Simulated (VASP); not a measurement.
Calculation: PBE GGA, VASP's PBE PAW potentials (set 64) (plane waves; VASP).

A VASP calculation is set up with these files.

KPOINTS:
```
Automatic mesh
0
Gamma
10 10 10
0 0 0
```

### INCAR
```
LCHARG = .False.
GGA = PE
EDIFF = 1E-6   # SCF stop (eV)
LMAXMIX = 4
LASPH = .True.   # aspherical one-centre terms
LREAL = .False.
NELM = 100   # most electronic steps
ISIF = 2
LWAVE = .False.
PREC = Accurate
ENCUT = 400   # plane-wave cut-off (eV)
ALGO = All
ISMEAR = 1   # Methfessel-Paxton
SYSTEM = As
SIGMA = 0.1   # width (eV)
```

POSCAR:
```
As
1
    3.7539710000    -1.9176000000     0.0000000000
    3.7539710000     1.9176000000     0.0000000000
    2.7744240000     0.0000000000     3.1736500000
As
2
Direct
  0.2270000000   0.2270000000   0.2270000000
  0.7730000000   0.7730000000   0.7730000000
```

POTCAR, in this order: As (PBE.64 set). Program: vasp_std.

What VASP printed:

### OUTCAR
```
 ion  position               nearest neighbor table
   1  0.227  0.227  0.227-   2 2.57   2 2.57   2 2.57
   2  0.773  0.773  0.773-   1 2.57   1 2.57   1 2.57
  LATTYP: Found a trigonal (rhomboedric) cell.
 ALAT       =     4.2153870556
 COS(alpha) =     0.5861231619
 Subroutine PRICEL returns:
 Original cell was already a primitive cell.
 Subroutine GETGRP returns: Found 12 space group operations
The static configuration has the point symmetry D_3d.
The dynamic configuration has the point symmetry D_3d.
 Subroutine INISYM returns: Found 12 space group operations
 Subroutine IBZKPT returns following result:
 Found    116 irreducible k-points:

 Following reciprocal coordinates:
            Coordinates               Weight
  0.000000  0.000000  0.000000      1.000000
  0.100000  0.000000 -0.000000      6.000000
  0.200000  0.000000 -0.000000      6.000000
  0.300000  0.000000 -0.000000      6.000000
  0.400000  0.000000  0.000000      6.000000
  0.500000  0.000000  0.000000      3.000000
  0.100000  0.100000 -0.000000      6.000000
  0.200000  0.100000  0.000000     12.000000
...
```

**OSZICAR**
```
       N       E                     dE             d eps       ncg     rms           ort
DAV:   1     0.259876626811E+02    0.25988E+02   -0.38489E+03  1044   0.782E+02
DAV:   2    -0.825713499878E+01   -0.34245E+02   -0.33343E+02  1044   0.113E+02
DAV:   3    -0.934987889463E+01   -0.10927E+01   -0.10905E+01  1044   0.240E+01
DAV:   4    -0.935524462824E+01   -0.53657E-02   -0.53648E-02  1044   0.183E+00
DAV:   5    -0.935525794245E+01   -0.13314E-04   -0.13314E-04  1044   0.868E-02
SDA:   6    -0.934147322791E+01    0.13785E-01   -0.13314E-04  1044   0.689E-02   0.000E+00
CGA:   7    -0.934441523681E+01   -0.29420E-02   -0.29244E-02  1044   0.717E-03   0.787E-04
CGA:   8    -0.934471346663E+01   -0.29823E-03   -0.29556E-03  1044   0.665E-04   0.144E-04
CGA:   9    -0.934474332460E+01   -0.29858E-04   -0.29719E-04  1044   0.108E-04   0.708E-06
CGA:  10    -0.934474849034E+01   -0.51657E-05   -0.53199E-05  1044   0.208E-05  -0.683E-06
CGA:  11    -0.934474934607E+01   -0.85573E-06   -0.89703E-06  1044   0.364E-06  -0.230E-06
   1 F= -.93447493E+01 E0= -.93446677E+01  d E =-.244802E-03
```

File OUTCAR:
```
------------------------ aborting loop because EDIFF is reached ----------------------------------------
  FORCE on cell =-STRESS in cart. coord.  units (eV):
  Direction    XX          YY          ZZ          XY          YZ          ZX
  --------------------------------------------------------------------------------------
  Total       -0.2065348     -0.2904284     -0.2824362     -0.0000000      0.0000000      0.0258938
  in kB       -7.2421238    -10.1838431     -9.9035978     -0.0000000      0.0000000      0.9079621
  external PRESSURE =      -9.1098549 kB  Pullay stress =       0.0000000 kB
  volume of cell :       45.69
      direct lattice vectors                 reciprocal lattice vectors
     3.753971000 -1.917600000  0.000000000     0.133192292 -0.260742595 -0.116437506
     3.753971000  1.917600000  0.000000000     0.133192292  0.260742595 -0.116437506
     2.774424000  0.000000000  3.173650000     0.000000000  0.000000000  0.315094607
 POSITION                                       TOTAL-FORCE (eV/Angst)
 -----------------------------------------------------------------------------------
      2.33410      0.00000      0.72042        -0.085252      0.000000     -0.026313
      7.94827      0.00000      2.45323         0.085252      0.000000      0.026313
 -----------------------------------------------------------------------------------
    total drift:                               -0.000000      0.000000     -0.000000
  FREE ENERGIE OF THE ION-ELECTRON SYSTEM (eV)
  ---------------------------------------------------
  free  energy   TOTEN  =        -9.3447493461 eV

  energy  without entropy=       -9.3445045436  energy(sigma->0) =       -9.34466775
```
(Selected blocks of OUTCAR.)

The compound is As in the a7 structure. The cell was not relaxed at this level. The run is one of a series of settings (ALGO = All against the base run), some of them coarse on purpose.
